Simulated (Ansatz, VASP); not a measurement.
## TaN: VASP beside Ansatz

Wanted: the spread between two codes on one cell, functional and k mesh. The cell is taken from a series of runs on this material, whose earlier steps may have relaxed, scaled, displaced or heated it; both programs get it as it stands.

Main program and level: Ansatz 0.2.0; plane waves, with VASP 6.6.1 beside it; zone-centre phonons at LDA.

## Step 1: The starting structure

The structure is hexagonal, space group P-6m2 (No. 187). The conventional cell has a = 2.965 Å, b = 2.965 Å, c = 2.831 Å, α = 90.00°, β = 90.00°, γ = 120.00°. Nearest to N lie 6 Ta at 2.22 Å. Nearest to Ta lie 6 N at 2.22 Å. Farther neighbours and most contacts between anions are not listed.

Structure file:

```cif
data_structure
_symmetry_space_group_name_H-M 'P 1'
_symmetry_Int_Tables_number 1
_cell_length_a 2.9646
_cell_length_b 2.9646
_cell_length_c 2.8311
_cell_angle_alpha 90.000
_cell_angle_beta 90.000
_cell_angle_gamma 120.000
_cell_volume 21.55
loop_
_atom_site_label
_atom_site_type_symbol
_atom_site_fract_x
_atom_site_fract_y
_atom_site_fract_z
_atom_site_occupancy
N1 N 0.66667 0.33333 0.00000 1
Ta2 Ta 0.00000 0.00000 0.50000 1
```

## Step 2: Ansatz: zone-centre phonons, LDA

Ansatz runs on its PAW soft_1 files.

Second derivatives magnify differences that forces hide, and they need a tight electronic threshold.

Contents of input.yaml:

```yaml
crystal:
  lattice:
    - [2.9646385915, 0.0, 0.0]
    - [-1.4823192957, 2.5674523333, 0.0]
    - [0.0, 0.0, 2.831117315]
  atoms:
    - { symbol: "N", position: [0.6666666667, 0.3333333333, 0.0] }
    - { symbol: Ta, position: [0.0, 0.0, 0.5] }
kpoints:
  mp_grid: { grid: [18, 18, 16] }
hamiltonian:
  xc: lda
  pseudopotentials: { kind: paw, azcp: { folder: soft_1 }, xc_functional: pbe }
scf:
  occupations: { method: methfessel_paxton, width: 0.2 }
output:
  eigenvalues: true
phonons:
  method: dfpt
```

The run is started by

```sh
ansatz run input.yaml --threads 4 --pin off --max-ram 10240MiB --backend cpu --events-out ev --progress --plain --runs-dir out
```

Numbers of over 12 decimals in the logs are rounded to 6 here.

What it wrote:

```text
zone centre: on kpoints.mp_grid the ground state, and the responses unless they are solved on pairs of k-points, stand on 819 of the mesh's 5184 k-points, reduced under 4 symmetry operations, with k and −k counted as one. Each operation leaves every solved displacement unchanged or reverses it
Engine: ansatz 0.2.0, aarch64-unknown-linux-gnu
Pseudopotentials: kind: paw
Pseudopotential: N, paw, valence charge 5, recommended cutoff 420 eV (normal), soft_1/N.paw.azcp
Pseudopotential: Ta, paw, valence charge 13, recommended cutoff 420 eV (normal), soft_1/Ta.paw.azcp
Functional definition: SPW92
  exchange = slater_x
  correlation = pw_c
Crystal: 2 atoms, lattice volume = 21.549 Å³
Basis set: ecut = 420 eV, 405 PW (Γ), exchange–correlation on 40×40×40 points (8 copies of the dense FFT grid, shifted against one another)
Bands: 13, of which v1, the nominal top of the filled ones, is band 9 counted from 1 (8 counted from 0)
Symmetry: 12 space group operations
k-points: 819 of 5184 (irreducible under 4 space group operations, time reversal used)
Non-local potential: N, projectors of the file, l = 0: 2, l = 1: 2, l = 2: 1
Non-local potential: Ta, projectors of the file, l = 0: 3, l = 1: 2, l = 2: 2, l = 3: 1
PAW form: soft (Blöchl's): semilocal exchange-correlation on the pseudo side does not see the compensation charge
PAW frozen core: N, regenerated for the run's functional, and the local potential with it (the file was generated under x = pbe(κ = 0.804, μ = 0.219515), c = pbe(β = 0.066725))
PAW frozen core: Ta, regenerated for the run's functional, and the local potential with it (the file was generated under x = pbe(κ = 0.804, μ = 0.219515), c = pbe(β = 0.066725))
PAW one-centre angular grid: N, 110 points (default); XC on 64 Gauss nodes
PAW one-centre angular grid: Ta, 590 points (default); XC on 64 Gauss nodes
Initial density: superposition of atomic densities (chi_scale 0.1, normalization cell, long waves kept (reshape's long-wave potential 0.00 eV rms))
Initial wavefunctions: pseudopotential atomic-orbital guess
Functional: x = slater, c = lda
SCF iter   1: F=—  HF=-10060.022009 eV  |F-HF|=—  |Δ(HF+E_count)|=         —  Δρ=4.66e-2  dr2=2.56e-1  ethr=3.10e-3  ⟨swp⟩=5.0  Hψ=53228  notcnv=0
preconditioner: auto → none  [metal: Δε(μ)=0.084 eV  Ē_g=11.115 eV  σ=0.200 eV  W_gap=0.35  n_scr=8 (ndim 8)  ℏωp=25.3 eV  f_vac=0.000  D(μ)=0.05/eV (n_scr^D=0)  sad-step TF]
SCF iter   2: F=—  HF=-10060.006716 eV  |F-HF|=—  |Δ(HF+E_count)|=   1.53e-2  S|Δr|=    0.00e0  Δρ=2.90e-2  dr2=1.10e-1  ethr=1.42e-3  ⟨swp⟩=1.0  Hψ=17199  notcnv=0
SCF iter   3: F=—  HF=-10059.990053 eV  |F-HF|=—  |Δ(HF+E_count)|=   1.67e-2  S|Δr|=    0.00e0  Δρ=1.58e-3  dr2=2.43e-4  ethr=6.09e-4  ⟨swp⟩=2.3  Hψ=14069  notcnv=0
SCF iter   4: F=—  HF=-10059.990099 eV  |F-HF|=—  |Δ(HF+E_count)|=   4.62e-5  S|Δr|=    0.00e0  Δρ=4.16e-4  dr2=3.55e-5  ethr=1.35e-6  ⟨swp⟩=2.2  Hψ=15425  notcnv=0
SCF iter   5: F=—  HF=-10059.990091 eV  |F-HF|=—  |Δ(HF+E_count)|=   8.43e-6  S|Δr|=    0.00e0  Δρ=3.68e-5  dr2=1.38e-7  ethr=1.97e-7  ⟨swp⟩=2.1  Hψ=13975  notcnv=0
SCF iter   6: F=—  HF=-10059.990090 eV  |F-HF|=—  |Δ(HF+E_count)|=   8.13e-7  S|Δr|=    0.00e0  Δρ=7.98e-6  dr2=4.92e-9  ethr=7.67e-10  ⟨swp⟩=2.0  Hψ=17231  notcnv=0
SCF iter   7: F=—  HF=-10059.990090 eV  |F-HF|=—  |Δ(HF+E_count)|=   1.09e-9  S|Δr|=    0.00e0  Δρ=1.33e-6  dr2=1.49e-10  ethr=2.73e-11  ⟨swp⟩=2.7  Hψ=17544  notcnv=0
SCF iter   8: F=-10059.990090 eV  HF=-10059.990090 eV  |F-HF|=1.09e-11  |Δ(HF+E_count)|=  2.73e-11  S|Δr|=    0.00e0  Δρ=1.17e-7  dr2=1.50e-12  ethr=1.00e-12  ⟨swp⟩=6.1  Hψ=46484  notcnv=0
SCF 1 converged in 8 iterations: F = -10059.990090 eV  dr2 = 1.50e-12
  greatest PAW one-centre occupation: 0.999 electrons in one spin orbital (limit 2), on the Ta atom at site 1 (counted from 0), in its partial waves of l = 0
DFPT response loops at Γ: preconditioner auto → Kerker (q_TF=auto, 2.648 Å⁻¹) (partly filled bands, converged f_vac=0.000); β = 1.00, the filter's whole step (`scf.mixing.beta` (0.50) is not read by the response loops under this deck's `scf.mixing.preconditioner`; to damp them name `kerker` or `kerker_dos`, under which they read `scf.mixing.beta`, and type it under 1.00, their step now; both keys bind the ground state too); Broyden in place of MSR1
SCF converged after 8 iterations
Stability not checked: this state was not tested for a lower state beside it, because cold or Methfessel-Paxton smearing, or corrected tetrahedra, fill the levels in a way that the test cannot read (fill_not_monotonic; see scf.lower_state_search)
Free energy (F): -10059.990090 eV
Harris-Foulkes:  -10059.990090 eV  (|F-HF|=1.09e-11)
Internal energy: -10059.991004 eV  (E = F + TS)
E sigma→0 (E₀):  -10059.990318 eV
Entropy (-TS):   0.000914 eV (0.457 meV/atom)
Fermi energy:    19.704197 eV
--- Per-component energies (eV) ---
  E_band       = -59.673048
  E_kinetic    = 523.244301
  E_local      = -598.071854  (includes V_loc(G=0)·N_el)
  E_nonlocal   = 30.190633
  E_hartree    = 212.048423
  E_xc         = -378.490012
  E_vxc        = -310.476165  (∫ρ·V_xc dr)
  E_paw        = -8176.501195  (= ΣΔE_a)
  E_vpaw       = -128.657749  (= ΣTr[D̂ρ^β])
  E_aug_tail   = 0.000923  (compensation charges beyond the density's cutoff)
  E_ewald      = -1672.751264
  E_core_change = 0.339041  (= ΣΔE_core)
  E_smearing   = 0.000914  (= −TS)
  E_closure    = 0.000000  (closes the sum)
  Σ components = -10059.990090   (vs F -10059.990090, Δ=0.00e0)
--- Band table (eV; the first three rows and the last of 819) ---
  k-point 0: bands = [... 5 lower, 14.9935, 14.9935, 15.6222, 17.0278, 21.8512, 23.4742, 23.4742, 23.7661]
  k-point 1: bands = [... 5 lower, 15.0273, 15.0273, 15.3466, 17.2476, 22.0018, 22.7715, 22.7715, 24.3118]
  k-point 2: bands = [... 5 lower, 14.6877, 15.1241, 15.1241, 17.7986, 21.9155, 21.9155, 22.4030, 24.6903]
  k-point 818: bands = [... 5 lower, 12.1123, 12.8750, 15.6352, 18.8268, 23.6897, 24.9488, 25.7341, 26.8275]
--- Phonons (Γ-DFPT): 4 representative perturbations + reference, on 819 of 5184 k-points (Σ response iterations 12) ---
  k mesh reduced under 4 symmetry operations, with k and −k counted as one. Each operation leaves every solved displacement unchanged or reverses it
  ASR residual: 7.051e-5 → 0.000e0 eV/Å²; symmetrization residual: 2.398e-6 eV/Å²
  ASR residual per site (eV/Å²): 1.73e-5 7.05e-5
  Γ frequencies (cm⁻¹): 0.00 0.00 0.00 518.90 518.90 542.19
  non-analytic LO–TO correction: not included (Born effective charges unavailable; polar crystals: no LO–TO splitting at Γ)
```

[end of part 1 of 2]

[Lines on the potential files, build, host, timing and source positions are cut from VASP's logs without a mark.]

[Logs are printed without paths, hosts, clocks, repeated set-up lines and the standing remarks that a program may print on its own settings, such as how far it seeks lower states.]

[Hosts, paths, dates, database ids (printed as entryN), source tags and the programs' standing remarks are cut or masked in the printed files.]
